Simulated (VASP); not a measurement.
Here is the system:

```
Au
1.0
    0.00000     2.03658     2.03658
    2.03658     0.00000     2.03658
    2.03658     2.03658     0.00000
Au
1
Direct
  0.00000   0.00000   0.00000
```

Level of theory: PBE GGA, VASP's PBE PAW potentials (set 64) (plane waves; VASP 6.6.1). Numerical set-up: 500 eV cut-off, 15×15×15 Γ-centred mesh, first-order Methfessel-Paxton smearing of 0.10 eV, potentials Au.

Energy and stress use the plane-wave basis of the starting cell.

Question: The ions, cell shape and volume at an external pressure of 20.0 GPa are relaxed. Which structure does the run end with?

Answer: 
```
Au
1.0
    0.00000     2.00597     2.00597
    2.00597     0.00000     2.00597
    2.00597     2.00597     0.00000
Au
1
Direct
  0.00000   0.00000   0.00000
```
Space group Fm-3m (225), at a tolerance of 0.03 Å.

Question: How do energy and volume change from the first to the last step?

Answer: The energy (σ→0) changes by +68.7 meV/atom and the volume by -4.4 %, in 4 ionic steps.

```json
[
 {"step": "1", "E(σ→0) (eV)": "-3.1884", "max force (eV/Å)": "0.000", "pressure (GPa)": "9.94", "volume (Å³)": "16.89"},
 {"step": "2", "E(σ→0) (eV)": "-2.7290", "max force (eV/Å)": "0.000", "pressure (GPa)": "57.24", "volume (Å³)": "14.43"},
 {"step": "3", "E(σ→0) (eV)": "-3.1229", "max force (eV/Å)": "0.000", "pressure (GPa)": "19.50", "volume (Å³)": "16.17"},
 {"step": "4", "E(σ→0) (eV)": "-3.1197", "max force (eV/Å)": "0.000", "pressure (GPa)": "19.93", "volume (Å³)": "16.14"}
]
```

The compound is Au in the fcc structure. This run relaxes it under an external pressure of 20 GPa. Symmetry was kept, so distortions that lower it aren't found.
